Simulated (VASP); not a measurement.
An input for Quantum ESPRESSO's pw.x (written as the equivalent of a VASP run, and not itself run):

```
&CONTROL
  calculation = 'scf'
  pseudo_dir = './pseudo'
  outdir = './out'
  tprnfor = .true.
  tstress = .true.
/
&SYSTEM
  ibrav = 0
  nat = 2
  ntyp = 2
  ecutwfc = 56.6
  occupations = 'smearing'
  smearing = 'gaussian'
  degauss = 0.003675
  input_dft = 'vdw-df-cx'
/
&ELECTRONS
  conv_thr = 7.3e-09
  electron_maxstep = 100
/
ATOMIC_SPECIES
  Ba 137.327 Ba.upf
  S 32.060 S.upf
CELL_PARAMETERS angstrom
     0.0000000    3.1558294    3.1558294
     3.1558294    0.0000000    3.1558294
     3.1558294    3.1558294    0.0000000
ATOMIC_POSITIONS crystal
  Ba   0.0000000  0.0000000  0.0000000
  S    0.5000000  0.5000000  0.5000000
K_POINTS automatic
  7 7 7 0 0 0
```

Q: Write the VASP files for the same calculation (vdW-DF-cx).

A: This is not unique; one that fits is 
**POSCAR**
```
BaS
4.4630170
  0.0000000000   0.7071067294   0.7071067294
  0.7071067294   0.0000000000   0.7071067294
  0.7071067294   0.7071067294   0.0000000000
Ba S
1 1
Cartesian
  0.0000000000   0.0000000000   0.0000000000
  0.7071067294   0.7071067294   0.7071067294
```

### INCAR
```
! general
SYSTEM   = BaS
PREC     = Accurate
ENCUT    = 520
LREAL    = .False.
LASPH    = .True.

! electronic loop
EDIFF    = 1E-7
NELM     = 100
ALGO     = Normal
LMAXMIX  = 4

! smearing
ISMEAR   = 0
SIGMA    = 0.05

! functional
GGA      = CX
LUSE_VDW = .True.
AGGAC    = 0.0

! ions
ISIF     = 2

! output
LWAVE    = .False.
LCHARG   = .False.
```

KPOINTS:
```
Automatic
0
Gamma
 7 7 7
```

POTCAR, in this order: Ba_sv S (PBE.64 set). Program: vasp_std.

Limits of the translation: the potentials are each code's own (VASP's PAW set, PseudoDojo norm-conserving files in pw.x), so ENCUT and ecutwfc are chosen apart and not converted; conv_thr bounds pw.x's estimated SCF error, while EDIFF bounds the energy change between steps.

The compound is BaS in the rock salt structure. This cell is one point of a volume scan, at 0.97 of the reference volume.
